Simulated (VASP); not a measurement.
These are PBE GGA, VASP's PBE PAW potentials (set 64) (plane waves; VASP) values and carry that method's errors.

Input for VASP

### INCAR
```
# general
SYSTEM  = Tl
PREC    = Accurate
ENCUT   = 400
LREAL   = F
LASPH   = T
ISYM    = 0

# electronic loop
EDIFF   = 1E-6
NELM    = 100
ALGO    = Normal
LMAXMIX = 4

# smearing
ISMEAR  = 1
SIGMA   = 0.1

# functional
GGA     = PE

# ions
ISIF    = 2

# output
LWAVE   = F
LCHARG  = F
```

**KPOINTS**
```
Automatic mesh
0
Gamma
11 11 6
0 0 0
```

File POSCAR:
```
Tl
11.26080
  0.1567028986  -0.2714173949   0.0000000000
  0.1567028986   0.2714173949   0.0000000000
  0.0000000000   0.0000000000   0.5000000000
Tl
2
Cartesian
  0.1567028986   0.0904726459   0.1250000000
  0.1567028986  -0.0904726459   0.3750000000
```

POTCAR, in this order: Tl_d (PBE.64 set). Program: vasp_std.

The resulting files:

OSZICAR:
```
       N       E                     dE             d eps       ncg     rms          rms(c)
DAV:   1     0.106918035600E+03    0.10692E+03   -0.12618E+04 12696   0.117E+03
DAV:   2    -0.275482268852E+01   -0.10967E+03   -0.10840E+03 13304   0.257E+02
DAV:   3    -0.448603030337E+01   -0.17312E+01   -0.17135E+01 14449   0.291E+01
DAV:   4    -0.449666622555E+01   -0.10636E-01   -0.10630E-01 13609   0.235E+00
DAV:   5    -0.449678956468E+01   -0.12334E-03   -0.12334E-03 14037   0.257E-01    0.256E+00
DAV:   6    -0.445819580807E+01    0.38594E-01   -0.76872E-02 12818   0.230E+00    0.182E+00
DAV:   7    -0.445168402623E+01    0.65118E-02   -0.32876E-02 12695   0.150E+00    0.668E-01
DAV:   8    -0.445125497299E+01    0.42905E-03   -0.22592E-03 12675   0.385E-01    0.344E-02
DAV:   9    -0.445126113012E+01   -0.61571E-05   -0.14643E-05 14682   0.357E-02    0.116E-02
DAV:  10    -0.445126709299E+01   -0.59629E-05   -0.58612E-06  9871   0.219E-02    0.151E-03
DAV:  11    -0.445126729108E+01   -0.19809E-06   -0.38124E-07  6529   0.580E-03
   1 F= -.44512673E+01 E0= -.44508726E+01  d E =-.118401E-02
```

OUTCAR:
```
------------------------ aborting loop because EDIFF is reached ----------------------------------------
  FORCE on cell =-STRESS in cart. coord.  units (eV):
  Direction    XX          YY          ZZ          XY          YZ          ZX
  --------------------------------------------------------------------------------------
  Total        0.3511452      0.3511640      0.2896924     -0.0000007     -0.0000000      0.0000001
  in kB        9.2634956      9.2639917      7.6423191     -0.0000191     -0.0000004      0.0000037
  external PRESSURE =       8.7232688 kB  Pullay stress =       0.0000000 kB
  volume of cell :       60.73
      direct lattice vectors                 reciprocal lattice vectors
     1.764600000 -3.056377000  0.000000000     0.283350334 -0.163592384  0.000000000
     1.764600000  3.056377000  0.000000000     0.283350334  0.163592384  0.000000000
     0.000000000  0.000000000  5.630400000     0.000000000  0.000000000  0.177607275
 POSITION                                       TOTAL-FORCE (eV/Angst)
 -----------------------------------------------------------------------------------
      1.76460      1.01879      1.40760        -0.000000      0.000000      0.000000
      1.76460     -1.01879      4.22280         0.000000     -0.000000     -0.000000
 -----------------------------------------------------------------------------------
    total drift:                               -0.000000     -0.000000      0.000001
  FREE ENERGIE OF THE ION-ELECTRON SYSTEM (eV)
  ---------------------------------------------------
  free  energy   TOTEN  =        -4.4512672911 eV

  energy  without entropy=       -4.4500832778  energy(sigma->0) =       -4.45087262
```
(Selected blocks of OUTCAR.)

The compound is Tl in the hcp structure. The cell was not relaxed at this level. The run is one of a series of settings (ISYM = 0 against the base run), some of them coarse on purpose.
